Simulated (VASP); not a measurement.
OSZICAR of a VASP run on Tc (hcp):

OSZICAR:
```
       N       E                     dE             d eps       ncg     rms          rms(c)
DAV:   1     0.307610074558E+03    0.30761E+03   -0.16422E+04  4598   0.156E+03
DAV:   2    -0.140441677941E+02   -0.32165E+03   -0.31839E+03  5085   0.449E+02
DAV:   3    -0.220802877649E+02   -0.80361E+01   -0.78767E+01  5548   0.814E+01
DAV:   4    -0.221578046180E+02   -0.77517E-01   -0.77385E-01  4956   0.789E+00
DAV:   5    -0.221585034748E+02   -0.69886E-03   -0.69873E-03  5156   0.720E-01    0.234E+01
DAV:   6    -0.208514490846E+02    0.13071E+01   -0.32420E+00  4877   0.178E+01    0.713E+00
DAV:   7    -0.207080499176E+02    0.14340E+00   -0.56213E-01  5251   0.668E+00    0.909E-01
DAV:   8    -0.206989205748E+02    0.91293E-02   -0.10178E-02  4719   0.107E+00    0.137E-01
DAV:   9    -0.206990376952E+02   -0.11712E-03   -0.26175E-04  5459   0.145E-01    0.196E-02
DAV:  10    -0.206990346436E+02    0.30516E-05   -0.13516E-05  4898   0.320E-02    0.101E-02
DAV:  11    -0.206990341282E+02    0.51538E-06   -0.13753E-06  2508   0.125E-02
   1 F= -.19800723E+02 E0= -.19801036E+02  d E =-.198007E+02
       N       E                     dE             d eps       ncg     rms          rms(c)
DAV:   1    -0.220311387943E+02   -0.13321E+01   -0.41539E+01  4709   0.761E+01    0.145E+01
DAV:   2    -0.206214069703E+02    0.14097E+01   -0.39030E+00  4715   0.214E+01    0.201E+00
DAV:   3    -0.205478851186E+02    0.73522E-01   -0.49667E-01  5039   0.684E+00    0.219E+00
DAV:   4    -0.205725617447E+02   -0.24677E-01   -0.21923E-02  4794   0.125E+00    0.223E-01
DAV:   5    -0.205745595091E+02   -0.19978E-02   -0.39414E-03  5155   0.561E-01    0.538E-02
DAV:   6    -0.205746145150E+02   -0.55006E-04   -0.17599E-04  4671   0.124E-01    0.278E-02
DAV:   7    -0.205746126987E+02    0.18163E-05   -0.38604E-06  4756   0.182E-02    0.559E-03
DAV:   8    -0.205746128347E+02   -0.13594E-06   -0.53349E-07  2310   0.710E-03
   2 F= -.19733355E+02 E0= -.19733323E+02  d E =0.673683E-01
       N       E                     dE             d eps       ncg     rms          rms(c)
DAV:   1    -0.215511358838E+02   -0.97652E+00   -0.25554E+01  4794   0.630E+01    0.966E+00
DAV:   2    -0.207116966102E+02    0.83944E+00   -0.24534E+00  4794   0.161E+01    0.152E+00
DAV:   3    -0.206774902188E+02    0.34206E-01   -0.29029E-01  4994   0.510E+00    0.127E+00
DAV:   4    -0.206926667932E+02   -0.15177E-01   -0.16639E-02  4649   0.101E+00    0.409E-01
DAV:   5    -0.206921474933E+02    0.51930E-03   -0.24410E-03  5056   0.466E-01    0.359E-02
DAV:   6    -0.206923401420E+02   -0.19265E-03   -0.11370E-04  4760   0.884E-02    0.730E-03
DAV:   7    -0.206923405362E+02   -0.39422E-06   -0.19247E-06  4355   0.895E-03
   3 F= -.19807838E+02 E0= -.19808074E+02  d E =-.711564E-02
```

Q: Which electronic solver shows in the log?

A: It is blocked Davidson (ALGO = Normal, or the opening steps of other solvers). The INCAR had ALGO = Normal.

Q: Can the final energy be trusted as converged?

A: Self-consistency was reached. It stopped with EDIFF = 1E-6, NELM = 100, NSW = 40 and EDIFFG = -0.02 after 3 ionic steps (PBE GGA, plane waves, VASP's PBE PAW potentials (set 64)).

The compound is Tc in the hcp structure. This run relaxes it under an external pressure of 5 GPa. Symmetry was kept, so distortions that lower it aren't found.
